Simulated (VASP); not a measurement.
```
CELL_PARAMETERS angstrom
      4.05527     0.00000     0.00000
      0.00000     4.05527     0.00000
      0.00000     0.00000     7.14054
ATOMIC_POSITIONS crystal
  Pt 0.00000 0.50000 0.00000
  Pt 0.50000 0.00000 0.50000
  Te 0.00000 0.00000 0.25000
  Te 0.00000 0.00000 0.75000
```

The base run (VASP): PBE GGA, plane waves, VASP's PBE PAW potentials (set 64). Numerical set-up: 400 eV cut-off, 5×5×3 Γ-centred mesh, Gaussian smearing of 0.050 eV, potentials Pt Te.

One setting is varied; ΔE counts from the most expensive setting. The base run took about 30 core-seconds. Times come from single runs on busy shared machines, so they are rough: good to a factor of about 2.

The pressure holds a Pulay error that falls with the cut-off, as the column shows.

| setting | cost over the base run | electronic steps | ΔE (meV/atom) | pressure (GPa) |
|---|---|---|---|---|
| ENCUT = 150 | ? | 14 | ? | ? |
| ENCUT = 300 | within a factor of 2 | 14 | -2.6 | -6.46 |
| base run | reference | 14 | -0.1 | -6.27 |
| ENCUT = 600 | within a factor of 2 | 14 | -0.1 | -6.25 |
| ENCUT = 650 | within a factor of 2 | 14 | -0.1 | -6.24 |
| ENCUT = 750 | about 2 times | 14 | -0.1 | -6.24 |
| ENCUT = 800 | about 3 times | 14 | 0.0 | -6.24 |

### Question
Fill in the missing entries.

### Answer

- ENCUT = 150, cost over the base run: about 1/3
- ENCUT = 150, ΔE (meV/atom): 260.1
- ENCUT = 150, pressure (GPa): -64.54

Left out are runs that failed, have no time on record or changed the cell.

The structure was generated: TePt was put into the PtS type (P4_2/mmc), which need not be its known phase. The cell was not relaxed at this level.
